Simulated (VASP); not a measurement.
Output of a VASP run:

File OSZICAR:
```
       N       E                     dE             d eps       ncg     rms          rms(c)
DAV:   1     0.206538595203E+03    0.20654E+03   -0.13653E+04  1944   0.129E+03
DAV:   2    -0.198986103430E+02   -0.22644E+03   -0.22445E+03  2320   0.394E+02
DAV:   3    -0.254253332634E+02   -0.55267E+01   -0.54902E+01  2000   0.721E+01
DAV:   4    -0.254558526180E+02   -0.30519E-01   -0.30509E-01  2360   0.572E+00
DAV:   5    -0.254560101143E+02   -0.15750E-03   -0.15749E-03  1992   0.373E-01    0.510E+01
DAV:   6    -0.211572729025E+02    0.42987E+01   -0.32023E+01  1856   0.608E+01    0.151E+01
DAV:   7    -0.208331051608E+02    0.32417E+00   -0.58354E+00  1880   0.262E+01    0.170E+01
DAV:   8    -0.206976358065E+02    0.13547E+00   -0.56659E-01  1880   0.872E+00    0.199E+00
DAV:   9    -0.206972596515E+02    0.37616E-03   -0.15100E-02  1904   0.131E+00    0.207E-01
DAV:  10    -0.206973935621E+02   -0.13391E-03   -0.23725E-04  2296   0.146E-01    0.135E-01
DAV:  11    -0.206973802033E+02    0.13359E-04   -0.66545E-05  1872   0.848E-02    0.383E-02
DAV:  12    -0.206973818682E+02   -0.16649E-05   -0.99642E-06  1976   0.337E-02    0.102E-02
DAV:  13    -0.206973817334E+02    0.13480E-06   -0.24220E-06  1168   0.172E-02
   1 F= -.20697382E+02 E0= -.20694798E+02  d E =-.516696E-02
```

### OUTCAR
```
------------------------ aborting loop because EDIFF is reached ----------------------------------------
  FORCE on cell =-STRESS in cart. coord.  units (eV):
  Direction    XX          YY          ZZ          XY          YZ          ZX
  --------------------------------------------------------------------------------------
  Total       21.7444414     21.7444482     19.2687737      0.0000000     -0.0000000      0.0000000
  in kB     1420.4961984   1420.4966384   1258.7685847      0.0000000     -0.0000000      0.0000000
  external PRESSURE =    1366.5871405 kB  Pullay stress =       0.0000000 kB
  volume of cell :       24.53
      direct lattice vectors                 reciprocal lattice vectors
     2.598958000  0.000000000  0.000000000     0.384769588  0.222146791  0.000000000
    -1.299479000  2.250764000  0.000000000     0.000000000  0.444293582  0.000000000
     0.000000000  0.000000000  4.192659000     0.000000000  0.000000000  0.238512123
 POSITION                                       TOTAL-FORCE (eV/Angst)
 -----------------------------------------------------------------------------------
      0.00000      0.00000      0.00000        -0.000000      0.000000      0.000000
     -0.00000      1.50051      1.05655         0.000000     -0.000000      8.084121
      1.29948      0.75025      3.13611         0.000000      0.000000     -8.084121
 -----------------------------------------------------------------------------------
    total drift:                               -0.000000     -0.000000      0.000000
  FREE ENERGIE OF THE ION-ELECTRON SYSTEM (eV)
  ---------------------------------------------------
  free  energy   TOTEN  =       -20.6973817334 eV

  energy  without entropy=      -20.6922147769  energy(sigma->0) =      -20.69479826
```
(Selected blocks of OUTCAR.)

### POSCAR
```
TcO2
1
    2.5989580000     0.0000000000     0.0000000000
   -1.2994790000     2.2507640000     0.0000000000
    0.0000000000     0.0000000000     4.1926590000
Tc O
1 2
Direct
  0.0000000000   0.0000000000   0.0000000000
  0.3333330000   0.6666670000   0.2520000000
  0.6666670000   0.3333330000   0.7480000000
```

Q: Write an INCAR and KPOINTS that could have produced this output.

A: One answer among several that fit: the input of the run itself, PBE GGA, plane waves, VASP's PBE PAW potentials (set 64).

File KPOINTS:
```
kpoints
0
Gamma
 10 10 5
0 0 0
```

INCAR:
```
ALGO  =  Normal
EDIFF  =  1E-6
ENCUT  =  400
GGA  =  PE
ISIF  =  2
ISMEAR  =  0
LASPH  =  .True.
LCHARG  =  .False.
LMAXMIX  =  4
LREAL  =  .False.
LWAVE  =  .False.
NELM  =  100
PREC  =  Accurate
SIGMA  =  0.1
SYSTEM  =  TcO2
```

POTCAR, in this order: Tc_pv O (PBE.64 set). Program: vasp_std.

At this cut-off the stress carries a Pulay error, which pulls relaxed volumes low.

The structure was generated: TcO2 was put into an ordered model structure, which need not be its known phase. The cell was not relaxed at this level. The electron count is odd and the run is not spin-polarised, which forces a metal.
